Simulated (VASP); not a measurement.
Here is the system:

```
AlN
1.0
    0.00000     1.99828     1.99828
    1.99828     0.00000     1.99828
    1.99828     1.99828     0.00000
Al N
1 1
Direct
  0.00000   0.00000   0.00000
  0.50000   0.50000   0.50000
```

Level of theory: PBEsol GGA, VASP's PBE PAW potentials (set 64) (plane waves; VASP). Run with 620 eV cut-off, 11×11×11 Γ-centred mesh, Gaussian smearing of 0.050 eV, potentials Al N.

Predict the energy per atom (σ→0), pressure.

```json
{
  "energy per atom (σ→0)": "-7.717 eV/atom",
  "pressure": "9.98 GPa"
}
```

Total energies compare only between runs with the same potentials, cut-off and functional.

The structure was generated: AlN was put into the rock salt type (Fm-3m), which need not be its known phase. It was relaxed first under an external pressure of 10 GPa.
